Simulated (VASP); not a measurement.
Given:

```
HgTe
1.0
    4.58273     0.00000     0.00000
   -2.29136     3.96876     0.00000
    0.00000     0.00000    10.22898
Hg Te
3 3
Direct
  0.68832   0.68832   0.00000
  0.31168   0.00000   0.66667
  0.00000   0.31168   0.33333
  0.51372   0.51372   0.50000
  0.48628   0.00000   0.16667
  0.00000   0.48628   0.83333
```

Calculation: PBEsol GGA, VASP's PBE PAW potentials (set 64) (plane waves; VASP). Settings: 300 eV cut-off, 5×5×2 Γ-centred mesh, Fermi-Dirac smearing of 0.010 eV, potentials Hg Te.

Unless said otherwise, spin-orbit coupling is left out, though it shifts the bands of the heavy elements here.

### Question
Give the energies of bands 18 to 31 at the high-symmetry points, in eV from the valence-band maximum.

### Answer

```tsv
band	Γ	M	K	A	L	H
18	-6.59	-6.12	-6.27	-6.59	-6.44	-6.47
19	-4.71	-5.25	-4.87	-5.16	-5.41	-5.08
20	-4.71	-5.13	-4.84	-3.29	-4.87	-4.77
21	-1.78	-3.97	-4.84	-3.29	-4.17	-4.77
22	-1.77	-3.47	-3.65	-1.40	-3.15	-2.85
23	-1.34	-2.55	-2.93	-1.34	-2.53	-2.85
24	-1.34	-2.20	-2.93	-1.34	-2.18	-2.46
25	-0.22	-1.41	-1.48	-0.27	-2.06	-2.46
26	-0.18	-1.13	-1.04	-0.27	-1.15	-2.18
27	-0.18	-0.95	-1.04	0.00	-0.85	-1.04
28	0.72	0.64	0.86	1.58	1.05	1.80
29	2.17	1.56	1.54	1.58	1.62	2.33
30	2.17	1.76	1.54	1.91	2.19	2.33
31	3.06	2.53	4.87	2.76	2.73	3.77
```

The gap is indirect, 0.64 eV, from the valence maximum at A to the conduction minimum at M.

The structure comes from a computed database's HgTe entry; how it stands against other phases isn't given here. The cell was not relaxed at this level.
